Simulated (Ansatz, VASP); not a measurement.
## Os (Os strained to the junction's net) in two plane-wave programs

Wanted: the spread between two codes on one cell, functional and k mesh. The structure shown is the end of the Ansatz relaxation below.

Main program and level: Ansatz 0.2.0; plane waves, with VASP 6.6.1 beside it; single point at PBE.

### 1. The structure

Symmetry: P6_3/mmc, No. 194, hexagonal system. The conventional cell has a = 2.750 Å, b = 2.750 Å, c = 4.352 Å, α = 90.00°, β = 90.00°, γ = 120.00°. Nearest to Os lie 12 Os at 2.69 to 2.75 Å.

### 2. Ansatz: relaxation, PBE

Ansatz runs on its default PAW (the set named soft_2) files.

This run makes the geometry at which the two programs are then compared.

Input file input.yaml:

```yaml
crystal:
  lattice:
    - [2.75, 0.0, 0.0]
    - [-1.375, 2.3815698604, 0.0]
    - [0.0, 0.0, 4.35]
  atoms:
    - { symbol: Os, position: [0.0, 0.0, 0.0] }
    - { symbol: Os, position: [0.3333333333, 0.6666666667, 0.5] }
kpoints:
  mp_grid: { grid: [18, 18, 7] }
scf:
  occupations: { method: fermi_dirac, width: 0.1 }
  max_iter: 150
hamiltonian:
  xc: pbe
relax:
  f_tol: 0.01
  max_steps: 40
  cell: { fix: [a, b, angles] }
```

Run with:

```console
> ansatz run input.yaml --threads 4 --pin off --max-ram 10240MiB --backend cpu --events-out ev --progress --plain --runs-dir out
```

Numbers of over 12 decimals in the logs are rounded to 6 here.

Log:

```text
Engine: ansatz 0.2.0, x86_64-unknown-linux-gnu
Pseudopotentials: kind: paw
Pseudopotential: Os, paw, valence charge 16, recommended cutoff 420 eV (normal), Os.paw.azcp
Functional definition: PBE
  parameter kappa = 0.804
  parameter beta = 0.066725
  exchange = pbe_x(kappa = kappa, mu = beta*pi^2/3)
  correlation = pbe_c(beta = beta)
Crystal: 2 atoms, lattice volume = 28.490 Å³
Basis set: ecut = 420 eV, 573 PW (Γ), exchange–correlation on 40×40×60 points (8 copies of the dense FFT grid, shifted against one another)
Bands: 20, of which v1, the nominal top of the filled ones, is band 16 counted from 1 (15 counted from 0)
Symmetry: 24 space group operations
Space group: P63/mmc (ITA 194), of the structure as read, at distance tolerance 3.1e-5 Å
k-points: 148 of 2268
Non-local potential: Os, projectors of the file, l = 0: 3, l = 1: 2, l = 2: 2, l = 3: 1
PAW form: soft (Blöchl's): semilocal exchange-correlation on the pseudo side does not see the compensation charge
PAW one-centre angular grid: Os, 590 points (default); XC on 64 Gauss nodes
Initial density: superposition of atomic densities (neutral atoms: chi_scale 0, normalization atom), corrected by the library's trained network
Initial wavefunctions: pseudopotential atomic-orbital guess
Functional: x = pbe(κ = 0.804, μ = 0.219515), c = pbe(β = 0.066725)
SCF iter   1: F=—  HF=-22769.108546 eV  |F-HF|=—  |Δ(HF+E_count)|=         —  Δρ=9.17e-3  dr2=8.54e-3  ethr=1.77e-3  ⟨swp⟩=4.6  Hψ=11513  notcnv=0
preconditioner: auto → none  [metal: Δε(μ)=0.039 eV  Ē_g=6.710 eV  σ=0.100 eV  W_gap=0.10  n_scr=8 (ndim 8)  ℏωp=27.8 eV  f_vac=0.000  D(μ)=1.34/eV (n_scr^D=10)  sad-step TF]
SCF iter   2: F=—  HF=-22769.111786 eV  |F-HF|=—  |Δ(HF+E_count)|=   3.24e-3  Δρ=5.38e-3  dr2=2.90e-3  ethr=2.67e-5  ⟨swp⟩=1.9  Hψ=5030  notcnv=0
SCF iter   3: F=—  HF=-22769.113308 eV  |F-HF|=—  |Δ(HF+E_count)|=   1.52e-3  Δρ=2.40e-4  dr2=8.39e-6  ethr=9.07e-6  ⟨swp⟩=2.0  Hψ=4162  notcnv=0
SCF iter   4: F=—  HF=-22769.113288 eV  |F-HF|=—  |Δ(HF+E_count)|=   2.07e-5  Δρ=4.52e-5  dr2=2.98e-7  ethr=2.62e-8  ⟨swp⟩=2.1  Hψ=4267  notcnv=0
iter 5 did not close the SCF: its close was put off for the readings that it lacked (scf_convergence_deferred on its scf_iter line)
SCF iter   5: F=-22769.113288 eV  HF=-22769.113288 eV  |F-HF|=1.06e-9  |Δ(HF+E_count)|=   1.43e-8  Δρ=5.74e-6  dr2=4.63e-9  ethr=9.31e-10  ⟨swp⟩=2.1  Hψ=4321  notcnv=0
SCF iter   6: F=-22769.113288 eV  HF=-22769.113288 eV  |F-HF|=1.38e-10  |Δ(HF+E_count)|=  1.60e-10  Δρ=1.33e-6  dr2=2.56e-10  ethr=1.45e-11  ⟨swp⟩=1.1  Hψ=9488  notcnv=0
SCF 1 converged in 6 iterations: F = -22769.113288 eV  dr2 = 2.56e-10
  greatest PAW one-centre occupation: 1.000 electrons in one spin orbital (limit 2), on the Os atom at site 1 (counted from 0), in its partial waves of l = 0
relax step   1: F+E_penalty+E_count = -22769.11328757 eV  Δ(F+E_penalty+E_count) = +0.000e0 eV  max|allowed force component| = 6.939e-17 eV/Å  Δτ_max = 0.0000 Å  P = +1.026 GPa  Ω = 28.490 Å³  fix = [a, b, alpha, beta, gamma]  reactions: a +1.319, b +1.319 GPa  (6 SCF iters, dr2 threshold 1.00e-7 eV, accepted)
[...]
relax step   2: F+E_penalty+E_count = -22769.11322481 eV  Δ(F+E_penalty+E_count) = +6.276e-5 eV  max|allowed force component| = 2.128e-16 eV/Å  Δτ_max = 0.0000 Å  P = +0.418 GPa  Ω = 28.531 Å³  energy of the carried Pulay correction = -2.394e-5 eV  fix = [a, b, alpha, beta, gamma]  (6 SCF iters, dr2 threshold 2.00e-7 eV, rejected (line search))
[...]
relax step   3: F+E_penalty+E_count = -22769.11329991 eV  Δ(F+E_penalty+E_count) = -1.234e-5 eV  max|allowed force component| = 1.480e-16 eV/Å  Δτ_max = 0.0000 Å  P = +0.798 GPa  Ω = 28.505 Å³  energy of the carried Pulay correction = -8.957e-6 eV  fix = [a, b, alpha, beta, gamma]  reactions: a +1.198, b +1.198 GPa  (9 SCF iters, accepted)
[...]
relax step   4: F+E_penalty+E_count = -22769.11330877 eV  Δ(F+E_penalty+E_count) = -8.855e-6 eV  max|allowed force component| = 1.712e-16 eV/Å  Δτ_max = 0.0000 Å  P = +0.798 GPa  Ω = 28.505 Å³  fix = [a, b, alpha, beta, gamma]  reactions: a +1.197, b +1.197 GPa  stress off target by 2.20e-3 GPa on what of the cell is left free  SCF on the basis re-selected at this cell (its energy is not comparable with the rows above)  (7 SCF iters)
basis re-selected at this cell: Δ(F+E_penalty+E_count) = -8.855e-6 eV, ΔP = -0.001 GPa vs the last step (what re-selecting the basis moved, of the pressure what is left beyond the Pulay correction that the steps carried, after the strain that the cell walked since its last selection, with what the two solves' SCF thresholds leave and, on support functions, any second-order correction that the steps lacked; it is no m [...]
SCF converged after 7 iterations
Free energy (F): -22769.113309 eV
Harris-Foulkes:  -22769.113309 eV  (|F-HF|=3.64e-12)
Internal energy: -22769.069987 eV  (E = F + TS)
E sigma→0 (E₀):  -22769.091648 eV
Entropy (-TS):   -0.043322 eV (-21.661 meV/atom)
Fermi energy:    25.468979 eV
--- Per-component energies (eV) ---
  E_band       = -146.216692
  E_kinetic    = 1123.200815
  E_local      = -1603.113593  (includes V_loc(G=0)·N_el)
  E_nonlocal   = -4.074113
  E_hartree    = 662.327790
  E_xc         = -533.426208
  E_vxc        = -568.146090  (∫ρ·V_xc dr)
  E_paw        = -18023.426234  (= ΣΔE_a)
  E_vpaw       = -418.739104  (= ΣTr[D̂ρ^β])
  E_aug_tail   = -0.000188  (compensation charges beyond the density's cutoff)
  E_ewald      = -4390.558257
  E_smearing   = -0.043322  (= −TS)
  E_closure    = 0.000000  (closes the sum)
  Σ components = -22769.113309   (vs F -22769.113309, Δ=0.00e0)
--- Forces (eV/Å), atoms counted from 1 ---
  atom   1  Os     0.00000000    -0.00000000     0.00000000
  atom   2  Os    -0.00000000     0.00000000     0.00000000
  max |Σ_I F_I| component: 2.78e-17 eV/Å
--- Stress (GPa, compression-positive) ---
        1.197367       0.000000       0.000000
        0.000000       1.197367      -0.000000
        0.000000      -0.000000      -0.002196
  P = ⅓ Tr σ = 0.7975 GPa (7.975 kbar)
--- Relaxed structure (3 steps of the walk, 2 accepted, 1 SCFs on fresh bases) ---
  F+E_penalty+E_count = -22769.11330877 eV   max|allowed force component| = 1.712e-16 eV/Å   (the final SCF, on the basis selected at the relaxed cell)
  cell:  # Å, volume = 28.5051 Å³
    - [2.750000, 0, 0.0]
    - [-1.375000, 2.381570, 0.0]
    - [0.0, 0.0, 4.352375]
  atoms:
    - { symbol: Os, position: [9.251858539620023e-18, -5.08852219630634e-17, 0.0] }
    - { symbol: Os, position: [0.333333, 0.666667, 0.500000] }
```

Reading the cycles: dr2 is the Hartree energy of the density residual (eV), the measure of convergence; HF is the Harris–Foulkes estimate of the energy, which meets the free energy F at convergence.

### 3. VASP: single point, PBE

The same cell, functional, mesh and smearing now go to VASP, with its own data sets.

Lines of VASP's logs that name or quote its potential files are left out, and so is its time.

Input file INCAR:

```
SYSTEM = Os
PREC = Accurate
ENCUT = 600
EDIFF = 1E-06
NELM = 120
ISMEAR = -1
SIGMA = 0.1
LREAL = .FALSE.
ALGO = Normal
GGA = PE
NBANDS = 14
LASPH = .TRUE.
LORBIT = 11
LWAVE = .FALSE.
LCHARG = .FALSE.
ISIF = 2
GGA_COMPAT = .FALSE.
```

Input file POSCAR:

```
Os
1.0
    2.7500000000      0.0000000000      0.0000000000
   -1.3750000000      2.3815698604      0.0000000000
    0.0000000000      0.0000000000      4.3523749462
Os
2
Direct
    0.0000000000      0.0000000000      0.0000000000
    0.3333333333      0.6666666667      0.5000000000
```

Input file KPOINTS:

```
Automatic mesh
0
Gamma
18 18 7
0 0 0
```

PAW data sets: Os (PBE family, release 64).

Run with:

```console
> mpirun -np 1 vasp_std
```

Log:

```text
[banner, memory and clock lines left out]
running    1 mpi-ranks, on    1 nodes
 distrk:  each k-point on    1 cores,    1 groups
 distr:  one band on    1 cores,    1 groups

 POSCAR found type information on POSCAR Os
 POSCAR found :  1 types and       2 ions
 LDA part: xc-table for (Slater+PW92), standard interpolation
 POSCAR, INCAR and KPOINTS ok, starting setup
 FFT: planning ... GRIDC
 FFT: planning ... GRID_SOFT
 FFT: planning ... GRID
 WAVECAR not read
 entering main loop
       N       E                     dE             d eps       ncg     rms          rms(c)
DAV:   1     0.118978576683E+03    0.11898E+03   -0.81806E+03  4184   0.123E+03
DAV:   2    -0.175392119686E+02   -0.13652E+03   -0.12045E+03  4198   0.371E+02
DAV:   3    -0.238787235057E+02   -0.63395E+01   -0.60038E+01  5520   0.693E+01
DAV:   4    -0.239496531677E+02   -0.70930E-01   -0.70690E-01  4420   0.774E+00
DAV:   5    -0.239500736260E+02   -0.42046E-03   -0.42043E-03  5534   0.541E-01    0.222E+01
DAV:   6    -0.228453477303E+02    0.11047E+01   -0.10264E+00  5134   0.896E+00    0.996E+00
DAV:   7    -0.225269473256E+02    0.31840E+00   -0.69084E-01  5238   0.724E+00    0.471E-01
DAV:   8    -0.225217237284E+02    0.52236E-02   -0.62887E-03  4228   0.617E-01    0.322E-01
DAV:   9    -0.225188618121E+02    0.28619E-02   -0.16873E-03  4870   0.433E-01    0.517E-02
DAV:  10    -0.225188893375E+02   -0.27525E-04   -0.79949E-05  5296   0.829E-02    0.937E-03
DAV:  11    -0.225188635694E+02    0.25768E-04   -0.50900E-06  4594   0.244E-02    0.118E-03
DAV:  12    -0.225188628452E+02    0.72419E-06   -0.92875E-08  2600   0.321E-03
   1 F= -.22518863E+02 E0= -.22497150E+02  d E =-.434248E-01
```

Parts of OUTCAR (step 3):

```text
ion  position               nearest neighbor table
   1  0.000  0.000  0.000-   2 2.69   2 2.69   2 2.69   2 2.69   2 2.69   2 2.69
   2  0.333  0.667  0.500-   1 2.69   1 2.69   1 2.69   1 2.69   1 2.69   1 2.69

  LATTYP: Found a hexagonal cell.
 ALAT       =     2.7500000000
 C/A-ratio  =     1.5826817986

 Subroutine GETGRP returns: Found 24 space group operations
 (whereof 12 operations were pure point group operations)

The static configuration has the point symmetry D_3h.
 The point group associated with its full space group is D_6h.

 Found    148 irreducible k-points:

   k-points           NKPTS =    148   k-points in BZ     NKDIM =    148   number of bands    NBANDS=     14

   dimension x,y,z NGX =    24 NGY =   24 NGZ =   36
   dimension x,y,z NGXF=    48 NGYF=   48 NGZF=   72

   ENCUT  =  600.0 eV  44.10 Ry    6.64 a.u.   5.49  5.49  8.69*2*pi/ulx,y,z

   NELECT =      16.0000    total number of electrons

 k-points in reciprocal lattice and weights: Automatic mesh
   0.00000000  0.00000000  0.00000000       0.000
   0.05555556  0.00000000  0.00000000       0.003
   0.11111111  0.00000000  0.00000000       0.003
   0.16666667  0.00000000  0.00000000       0.003
   0.22222222  0.00000000  0.00000000       0.003
   0.27777778  0.00000000  0.00000000       0.003
   0.33333333  0.00000000  0.00000000       0.003
   0.38888889  0.00000000  0.00000000       0.003
   0.44444444  0.00000000  0.00000000       0.003
[...]
0.33333333  0.27777778  0.42857143       0.011
   0.33333333  0.33333333  0.42857143       0.002

 average (electrostatic) potential at core
       1 -43.5162       2 -43.5162

 E-fermi :   9.2168

 k-point     1 :       0.0000    0.0000    0.0000
  band No.  band energies     occupation
    ...
      6       7.0307      2.00000
      7       7.0307      2.00000
      8       7.6810      2.00000
      9       7.6810      2.00000
     10       9.1912      1.12739
     11      10.8277      0.00000
     12      10.8277      0.00000
     13      18.0159      0.00000
     14      23.2355      0.00000

 k-point     2 :       0.0556    0.0000    0.0000
  band No.  band energies     occupation
    ...
      6       6.9564      2.00000
      7       7.1312      2.00000
      8       7.5337      2.00000
      9       7.5933      2.00000
     10       8.6030      1.99569
     11      10.8880      0.00000
     12      11.5959      0.00000
     13      18.0053      0.00000
     14      23.4889      0.00000

 k-point     3 :       0.1111    0.0000    0.0000
  band No.  band energies     occupation
    ...
      6       6.9335      2.00000
      7       7.0776      2.00000
      8       7.3608      2.00000
      9       7.4281      2.00000
     10       7.9866      1.99999
     11      11.0411      0.00000
     12      12.9181      0.00000
     13      17.9568      0.00000
     14      24.1731      0.00000

  Total        0.2198500      0.2198500     -0.0116851      0.0000000     -0.0000000      0.0000000
  in kB       12.3570452     12.3570452     -0.6567825      0.0000000     -0.0000000      0.0000000
  external PRESSURE =       8.0191027 kB  Pullay stress =       0.0000000 kB

  energy-cutoff  :      600.00
  volume of cell :       28.51
      direct lattice vectors                 reciprocal lattice vectors
     2.750000000  0.000000000  0.000000000     0.363636364  0.209945552  0.000000000
    -1.375000000  2.381569860  0.000000000     0.000000000  0.419891105  0.000000000
     0.000000000  0.000000000  4.352374946     0.000000000  0.000000000  0.229759617

 POSITION                                       TOTAL-FORCE (eV/Angst)
 -----------------------------------------------------------------------------------
      0.00000      0.00000      0.00000         0.000000      0.000000      0.000000
     -0.00000      1.58771      2.17619         0.000000     -0.000000      0.000000
 -----------------------------------------------------------------------------------
    total drift:                                0.000000     -0.000000     -0.000000

  FREE ENERGIE OF THE ION-ELECTRON SYSTEM (eV)
  ---------------------------------------------------
  free  energy   TOTEN  =       -22.5188628452 eV

  energy  without entropy=      -22.4754380176  energy(sigma->0) =      -22.49715043

 total charge
# of ion       s       p       d       tot
------------------------------------------
    1        0.655   0.764   5.996   7.415
    2        0.655   0.764   5.996   7.415
--------------------------------------------------
tot          1.309   1.529  11.992  14.830

[... 3 further parts left out ...]
```

The run ends at a pressure of 0.80 GPa.

### 4. Side by side

Known differences besides the potentials themselves: the data sets hold 32 valence electrons in Ansatz (on its default PAW (the set named soft_2) files) and 16 in VASP; the cutoff is 420 eV in Ansatz and 600 eV in VASP; Ansatz's pressure holds a Pulay correction, VASP's none. Total energies have different zeros and are not compared.

The two programs side by side:

| quantity | Ansatz | VASP | difference |
| --- | --- | --- | --- |
| pressure (GPa) | 0.80 | 0.80 | 0.00 |

### 5. Summary of results

```json
{
 "difference in pressure (single point, PBE)": "-0.0044 GPa"
}
```

**Reading.** The difference in pressure is -0.0044 GPa (single point, PBE), within the 1 GPa picked in this series as the mark of a large difference. The data sets hold unlike numbers of valence electrons (32 in Ansatz and 16 in VASP), so part of the differences comes from the potentials. Such differences can come from data sets, numerical settings and the points named under the comparisons, not from the functional's error against experiment.

[Lines on the potential files, build, host, timing and source positions are cut from VASP's logs without a mark.]

[Logs are printed without paths, hosts, clocks, repeated set-up lines and the standing remarks that a program may print on its own settings, such as how far it seeks lower states.]

[Hosts, paths, dates, database ids (printed as entryN), source tags and the programs' standing remarks are cut or masked in the printed files.]
